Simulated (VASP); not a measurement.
Given:

```
RuSe
1.0
    3.33006     0.00000     0.00000
   -1.66503     2.88392     0.00000
    0.00000     0.00000     3.24997
Ru Se
1 1
Direct
  0.00000   0.00000   0.00000
  0.66667   0.33333   0.50000
```

Calculation: PBE GGA, VASP's PBE PAW potentials (set 64) (plane waves; VASP). Run with 400 eV cut-off, 8×8×7 Γ-centred mesh, Gaussian smearing of 0.050 eV, potentials Ru_pv Se.

Q: Give the stress tensor in GPa (positive for a compressed cell).

A: 
```
11.01   0.00   0.00
 0.00  11.01   0.00
 0.00   0.00  15.46
```
The pressure is its mean diagonal, 12.49 GPa.

The structure was generated: RuSe was put into the WC type (P-6m2), which need not be its known phase. The cell was not relaxed at this level.
